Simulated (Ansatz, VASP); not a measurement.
# One calculation of Ga2PN, two programs

Contents of POSCAR:

```
Ga2PN
1.0
    3.5309103080      0.0000000000      0.0000000000
    0.0000000000      3.5309103080      0.0000000000
    0.0000000000      0.0000000000      4.9571255115
N Ga P
1 2 1
Direct
    0.0000000000      0.0000000000      0.0000000000
    0.0000000000      0.5000000000      0.7927838360
    0.5000000000      0.0000000000      0.2072161640
    0.5000000000      0.5000000000      0.5000000000
```

File INCAR.step1:

```
SYSTEM = Ga2PN
  PREC = Accurate
  ENCUT = 520
  ISMEAR = -1
  SIGMA = 0.02
  LREAL = .False.
  LASPH = .True.
  NELM = 100
  NBANDS = 26
  GGA = PE
  ALGO = Normal
  EDIFF = 1E-4
  LWAVE = .True.
  LCHARG = .False.
```

File INCAR.step2:

```
SYSTEM = Ga2PN
  PREC = Accurate
  ENCUT = 520
  EDIFF = 1E-6
  ISMEAR = -1
  SIGMA = 0.02
  LREAL = .False.
  LASPH = .True.
  NELM = 100
  ALGO = Normal
  ISIF = 2
  LWAVE = .False.
  LCHARG = .False.
  METAGGA = R2SCAN
  LMIXTAU = .True.
  NBANDS = 26
  ISTART = 1
```

Contents of KPOINTS:

```
regular mesh
0
Gamma
  6 6 4
  0 0 0
```

Input for Ansatz:

```yaml
crystal:
  lattice:
    - [3.530910308, 0.0, 0.0]
    - [0.0, 3.530910308, 0.0]
    - [0.0, 0.0, 4.9571255115]
  atoms:
    - { symbol: "N", position: [0.0, 0.0, 0.0] }
    - { symbol: Ga, position: [0.0, 0.5, 0.792783836] }
    - { symbol: P, position: [0.5, 0.5, 0.5] }
    - { symbol: Ga, position: [0.5, 0.0, 0.207216164] }
kpoints:
  mp_grid: { grid: [6, 6, 4] }
hamiltonian:
  xc: r2scan
scf:
  occupations: { method: fermi_dirac, width: 0.02 }
  n_extra_bands: 5
output:
  forces: true
  stress: true
  eigenvalues: true
```

The cell was built by a generator and needn't be a form met in nature.

Alike in both runs: task single point; functional r2SCAN; k mesh 6 × 6 × 4; occupations fermi-dirac, width 0.02 eV; no spin polarisation.

|  | VASP | Ansatz |
| --- | --- | --- |
| version | VASP 6.6.1 | Ansatz 0.2.0 |
| potentials or method | VASP PAW PBE potentials, release 64 (N, Ga_d, P) | plane waves, PAW |
| plane-wave cutoff (eV) | 520 | 500 |
| valence electrons in the cell | 36 | 36 |

|  | VASP | Ansatz | Ansatz less VASP |
| --- | --- | --- | --- |
| pressure (GPa) | 0.2 | 0.0 | -0.24 |
| largest component of the traceless stress (GPa) | 0.01 | 0.06 | +0.056 |
| rms of the force components (eV/Å) | 0.016 | 0.007 | -0.0090 |

The functional is the same, so the differences come from potentials, cutoffs and numerics.

Caveats: the PAW data sets were made with another functional, which shifts forces and pressure a little (VASP).
